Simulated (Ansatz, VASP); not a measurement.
# Cross-check of ScAl3 between VASP and Ansatz

Wanted: the spread between two codes on one cell, functional and k mesh. The cell is taken from a series of runs on this material, whose earlier steps may have relaxed, scaled, displaced or heated it; both programs get it as it stands.

Main program and level: Ansatz 0.2.0; plane waves, with VASP 6.6.1 beside it; zone-centre phonons at PBE.

## (1) The starting structure

Symmetry: Pm-3m, No. 221, cubic system. Conventional cell: a = 4.106 Å, b = 4.106 Å, c = 4.106 Å, α = 90.00°, β = 90.00°, γ = 90.00°. Nearest to Sc lie 12 Al at 2.90 Å. Nearest to Al lie 4 Sc at 2.90 Å and 8 Al at 2.90 Å. Farther neighbours are not listed.

## (2) Ansatz: zone-centre phonons, PBE

Ansatz runs on its default PAW (the set named soft_2) files.

Second derivatives magnify differences that forces hide, and they need a tight electronic threshold.

input.yaml

```yaml
crystal:
  lattice:
    - [4.1063592485, 0.0, 0.0]
    - [0.0, 4.1063592485, 0.0]
    - [0.0, 0.0, 4.1063592485]
  atoms:
    - { symbol: Sc, position: [0.0, 0.0, 0.0] }
    - { symbol: Al, position: [0.5, 0.0, 0.5] }
    - { symbol: Al, position: [0.0, 0.5, 0.5] }
    - { symbol: Al, position: [0.5, 0.5, 0.0] }
kpoints:
  mp_grid: { grid: [4, 4, 4] }
hamiltonian:
  xc: pbe
scf:
  occupations: { method: methfessel_paxton, width: 0.2 }
output:
  eigenvalues: true
phonons:
  method: dfpt
  qmesh: [2, 2, 2]
  temperatures: { t_max: 1000, t_step: 50 }
  qpath:
    path:
      - [[0.0, 0.0, 0.0], [0.0, 0.5, 0.0], [0.5, 0.5, 0.0], [0.0, 0.0, 0.0], [0.5, 0.5, 0.5], [0.0, 0.5, 0.0]]
      - [[0.5, 0.5, 0.5], [0.5, 0.5, 0.0]]
    npoints: 10
```

Command:

```sh
$ ansatz run input.yaml --threads 4 --pin off --max-ram 10240MiB --backend cpu --events-out ev --progress --plain --runs-dir out
```

Numbers of over 12 decimals in the logs are rounded to 6 here.

Output:

```text
Engine: ansatz 0.2.0, aarch64-unknown-linux-gnu
Pseudopotentials: kind: paw
Pseudopotential: Sc, paw, valence charge 11, recommended cutoff 420 eV (normal), Sc.paw.azcp
Pseudopotential: Al, paw, valence charge 3, recommended cutoff 420 eV (normal), Al.paw.azcp
Functional definition: PBE
  parameter kappa = 0.804
  parameter beta = 0.066725
  exchange = pbe_x(kappa = kappa, mu = beta*pi^2/3)
  correlation = pbe_c(beta = beta)
Crystal: 4 atoms, lattice volume = 69.242 Å³
Basis set: ecut = 420 eV, 1357 PW (Γ), exchange–correlation on 60×60×60 points (8 copies of the dense FFT grid, shifted against one another)
Bands: 14, of which v1, the nominal top of the filled ones, is band 10 counted from 1 (9 counted from 0)
Symmetry: 48 space group operations
k-points: 10 of 64
Non-local potential: Sc, projectors of the file, l = 0: 3, l = 1: 2, l = 2: 3, l = 3: 1
Non-local potential: Al, projectors of the file, l = 0: 2, l = 1: 2, l = 2: 1
PAW form: soft (Blöchl's): semilocal exchange-correlation on the pseudo side does not see the compensation charge
PAW one-centre angular grid: Sc, 590 points (default); XC on 64 Gauss nodes
PAW one-centre angular grid: Al, 110 points (default); XC on 64 Gauss nodes
Initial density: superposition of atomic densities (neutral atoms: chi_scale 0, normalization atom), corrected by the library's trained network
Initial wavefunctions: pseudopotential atomic-orbital guess
Functional: x = pbe(κ = 0.804, μ = 0.219515), c = pbe(β = 0.066725)
SCF iter   1: F=—  HF=-3750.012739 eV  |F-HF|=—  |Δ(HF+E_count)|=         —  Δρ=2.37e-3  dr2=9.20e-3  ethr=1.77e-3  ⟨swp⟩=4.8  Hψ=759  notcnv=0
preconditioner: auto → Kerker (q_TF=auto, 2.218 Å⁻¹)  [metal: Δε(μ)=0.117 eV  Ē_g=5.518 eV  σ=0.200 eV  W_gap=0.44  n_scr=18 (ndim 8)  ℏωp=15.5 eV  f_vac=0.000  D(μ)=4.56/eV (n_scr^D=56)]
SCF iter   2: F=—  HF=-3750.011174 eV  |F-HF|=—  |Δ(HF+E_count)|=   1.56e-3  S|Δr|=    0.00e0  Δρ=1.29e-3  dr2=1.77e-3  ethr=4.60e-5  ⟨swp⟩=1.0  Hψ=220  notcnv=0
SCF iter   3: F=—  HF=-3750.010896 eV  |F-HF|=—  |Δ(HF+E_count)|=   2.79e-4  S|Δr|=    0.00e0  Δρ=5.06e-4  dr2=3.24e-4  ethr=8.87e-6  ⟨swp⟩=2.0  Hψ=202  notcnv=0
SCF iter   4: F=—  HF=-3750.010832 eV  |F-HF|=—  |Δ(HF+E_count)|=   6.36e-5  S|Δr|=    0.00e0  Δρ=8.59e-5  dr2=5.04e-6  ethr=1.62e-6  ⟨swp⟩=2.0  Hψ=192  notcnv=0
SCF iter   5: F=—  HF=-3750.010834 eV  |F-HF|=—  |Δ(HF+E_count)|=   1.39e-6  S|Δr|=    0.00e0  Δρ=1.62e-5  dr2=1.35e-7  ethr=2.52e-8  ⟨swp⟩=2.1  Hψ=175  notcnv=0
SCF iter   6: F=—  HF=-3750.010834 eV  |F-HF|=—  |Δ(HF+E_count)|=   1.15e-7  S|Δr|=    0.00e0  Δρ=2.68e-6  dr2=5.81e-9  ethr=6.74e-10  ⟨swp⟩=3.0  Hψ=251  notcnv=0
SCF iter   7: F=—  HF=-3750.010834 eV  |F-HF|=—  |Δ(HF+E_count)|=  8.51e-10  S|Δr|=    0.00e0  Δρ=2.78e-7  dr2=8.75e-11  ethr=2.90e-11  ⟨swp⟩=2.2  Hψ=187  notcnv=0
SCF iter   8: F=-3750.010834 eV  HF=-3750.010834 eV  |F-HF|=0.00e0  |Δ(HF+E_count)|=  2.09e-11  S|Δr|=    0.00e0  Δρ=5.13e-8  dr2=1.78e-12  ethr=1.00e-12  ⟨swp⟩=4.9  Hψ=515  notcnv=0
the search or the solves at the SCF's close seem to have found levels that the self-consistency loop had missed (the run counts 1). By its estimate they hold under 1e-12 electrons; where the run keeps them, the occupations were computed again with them
SCF 1 converged in 8 iterations: F = -3750.010834 eV  dr2 = 1.78e-12
  greatest PAW one-centre occupation: 0.998 electrons in one spin orbital (limit 2), on the Sc atom at site 0 (counted from 0), in its partial waves of l = 0
Initial density: read from a saved state, or passed on in memory by an earlier SCF of this step, an earlier step, the calling program or the single point that the run made first
iter 1 solved again at ethr=2.58e-8 eV; its pass at ethr=3.10e-3 eV (dr2=5.15e-6 eV) is discarded
SCF iter   1: F=—  HF=-3750.010836 eV  |F-HF|=—  |Δ(HF+E_count)|=         —  Δρ=1.70e-7  dr2=1.52e-11  ethr=2.58e-8  ⟨swp⟩=3.0  Hψ=1129  notcnv=0
eigensolver tolerance schedule: the retry pair's looser diagonalisation over-reported the residual by 338492.57 of it (diagonalisation noise at an unbounded share of the residual, at the tolerance the schedule requests for it); recorded, not acted on — ethr = c·dr2/N_el stays at c = 1.0e-1
preconditioner: auto → Kerker (q_TF=auto, 2.218 Å⁻¹)  [metal: Δε(μ)=0.099 eV  Ē_g=5.537 eV  σ=0.200 eV  W_gap=0.38  n_scr=18 (ndim 8)  ℏωp=15.5 eV  f_vac=0.000  D(μ)=4.56/eV (n_scr^D=56)]
SCF iter   2: F=—  HF=-3750.010834 eV  |F-HF|=—  |Δ(HF+E_count)|=   2.51e-6  S|Δr|=    0.00e0  Δρ=1.02e-7  dr2=7.07e-12  ethr=1.00e-12  ⟨swp⟩=1.9  Hψ=485  notcnv=0
SCF iter   3: F=-3750.010834 eV  HF=-3750.010834 eV  |F-HF|=9.09e-13  |Δ(HF+E_count)|=  4.55e-13  S|Δr|=    0.00e0  Δρ=5.06e-8  dr2=1.37e-12  ethr=1.00e-12  ⟨swp⟩=1.0  Hψ=320  notcnv=0
SCF 2 converged in 3 iterations: F = -3750.010834 eV  dr2 = 1.37e-12
phonons: the bands overlap, so this run is a metal and interpolates without the dipole-dipole term. If the crystal is really an insulator or semiconductor, its LO-TO splitting is missing
NSCF: frozen V_eff on 10 k-points
NSCF: frozen V_eff on 27 k-points
DFPT response loops at q = (0, 0, 0) (fractional): preconditioner auto → Kerker (q_TF=auto, 2.218 Å⁻¹) (partly filled bands, converged f_vac=0.000); β = 1.00, the filter's whole step (`scf.mixing.beta` (0.50) is not read by the response loops under this deck's `scf.mixing.preconditioner`; to damp them name `kerker` or `kerker_dos`, under which they read `scf.mixing.beta`, and type it under 1.00, their step now; both keys bind the ground state too); Broyden in place of MSR1
NSCF: frozen V_eff on 54 k-points
DFPT response loops at q = (0, 0, -0.5) (fractional): mixed as the last ones told, above
NSCF: frozen V_eff on 54 k-points
DFPT response loops at q = (0, -0.5, -0.5) (fractional): mixed as the last ones told, above
NSCF: frozen V_eff on 54 k-points
DFPT response loops at q = (-0.5, -0.5, -0.5) (fractional): mixed as the last ones told, above
SCF converged after 8 iterations
Stability not checked: this state was not tested for a lower state beside it, because cold or Methfessel-Paxton smearing, or corrected tetrahedra, fill the levels in a way that the test cannot read (fill_not_monotonic; see scf.lower_state_search)
Free energy (F): -3750.010834 eV
Harris-Foulkes:  -3750.010834 eV  (|F-HF|=0.00e0)
Internal energy: -3749.989295 eV  (E = F + TS)
E sigma→0 (E₀):  -3750.005449 eV
Entropy (-TS):   -0.021539 eV (-5.385 meV/atom)
Fermi energy:    9.118067 eV
--- Per-component energies (eV) ---
  E_band       = -128.065330
  E_kinetic    = 332.502104
  E_local      = -1011.428507  (includes V_loc(G=0)·N_el)
  E_nonlocal   = 114.656233
  E_hartree    = 391.134446
  E_xc         = -224.793853
  E_vxc        = -217.771899  (∫ρ·V_xc dr)
  E_paw        = -2358.417773  (= ΣΔE_a)
  E_vpaw       = -128.292131  (= ΣTr[D̂ρ^β])
  E_aug_tail   = 0.000003  (compensation charges beyond the density's cutoff)
  E_ewald      = -993.641948
  E_smearing   = -0.021539  (= −TS)
  E_closure    = -0.000000  (closes the sum)
  Σ components = -3750.010834   (vs F -3750.010834, Δ=0.00e0)
--- Band table (eV; the first three rows and the last of 10) ---
  k-point 0: bands = [... 6 lower, 6.4893, 7.2964, 7.2964, 7.2964, 10.3676, 10.3831, 10.3831, 10.3831]
  k-point 1: bands = [... 6 lower, 6.9236, 7.3584, 7.3584, 8.7820, 10.1590, 10.1590, 10.5372, 11.4496]
  k-point 2: bands = [... 6 lower, 7.4075, 7.4075, 7.6468, 9.8869, 10.0770, 10.0770, 10.4566, 10.7094]
  k-point 9: bands = [... 6 lower, 4.3266, 4.6969, 6.1524, 6.1524, 6.1524, 10.0156, 11.6642, 11.6642]
--- Phonons (Γ-DFPT): 3 representative perturbations + reference (Σ response iterations 9) ---
  ASR residual: 5.722e-5 → 0.000e0 eV/Å²; symmetrization residual: 3.094e-6 eV/Å²
  ASR residual per site (eV/Å²): 3.58e-5 5.72e-5 5.72e-5 5.72e-5
  Γ frequencies (cm⁻¹): 0.00 0.00 0.00 226.32 226.32 226.32 252.87 252.87 252.87 324.19 324.19 324.19
--- Phonons (arbitrary-q DFPT): 4 irreducible q on the 2×2×2 mesh ---
  q = [0.0000, 0.0000, 0.0000] (star 1, of the zone-centre solve; hermiticity 6.72e-7, symmetrization 4.09e-13): 0.00 0.00 0.00 226.32 226.32 226.32 252.87 252.87 252.87 324.19 324.19 324.19
  q = [0.0000, 0.0000, -0.5000] (star 3, 7 solved perturbations in 171 linear systems a pass and spin channel, the states on 27 of 64 k-point pairs; hermiticity 1.23e-6, symmetrization 6.48e-14): 155.75 155.75 161.44 179.47 179.47 218.03 230.51 259.35 266.61 266.61 290.90 290.90
  q = [0.0000, -0.5000, -0.5000] (star 3, 7 solved perturbations in 171 linear systems a pass and spin channel, the states on 27 of 64 k-point pairs; hermiticity 5.53e-7, symmetrization 1.41e-13): -77.19 152.77 152.77 156.67 219.71 221.01 235.28 235.28 242.28 291.90 294.58 294.58
  q = [-0.5000, -0.5000, -0.5000] (star 1, 3 solved perturbations in 63 linear systems a pass and spin channel, the states on 27 of 64 k-point pairs; hermiticity 5.88e-7, symmetrization 1.01e-12): 117.81 117.81 163.67 163.67 163.67 231.39 231.80 231.80 231.80 314.17 314.17 314.17
  sum rule: each row above includes the acoustic sum rule's correction from the zone centre's row sums; it moved no ω² by more than (0.76 cm⁻¹)²
  mesh force constants: q→R imaginary residual 1.36e-17; ASR residual 5.722e-5 → 0.000e0 eV/Å²; symmetrization residual 9.770e-15 eV/Å²
  interpolated dispersion: 62 rows × 12 modes
  density of states and harmonic sums: on the 16×16×16 q-mesh, interpolated from the force constants of a 2×2×2 supercell (no non-analytic term)
  largest difference from the sums on the solved wave vectors: F 1.43e-1 eV, S 2.05e-4 and C_V 6.29e-5 eV/K
  zero-point energy: 0.161263 eV/cell   skipped modes (ω ≤ 0): 10, of them read as no rigid motion or as one in doubt: 7 (2.124e-2 modes/cell left out, lowest -77.19 cm⁻¹)   left out of the sums: 1.83e-3 of the cell's modes: C_V's classical limit lies that fraction below 3 k_B per atom; for a crystal, a wire or a layer, F and S can be off by more, and a phonons.interpolated_qmesh denser along its periods is the remedy for the sampling
```

[end of part 1 of 2]

[Lines on the potential files, build, host, timing and source positions are cut from VASP's logs without a mark.]

[Logs are printed without paths, hosts, clocks, repeated set-up lines and the standing remarks that a program may print on its own settings, such as how far it seeks lower states.]

[Hosts, paths, dates, database ids (printed as entryN), source tags and the programs' standing remarks are cut or masked in the printed files.]
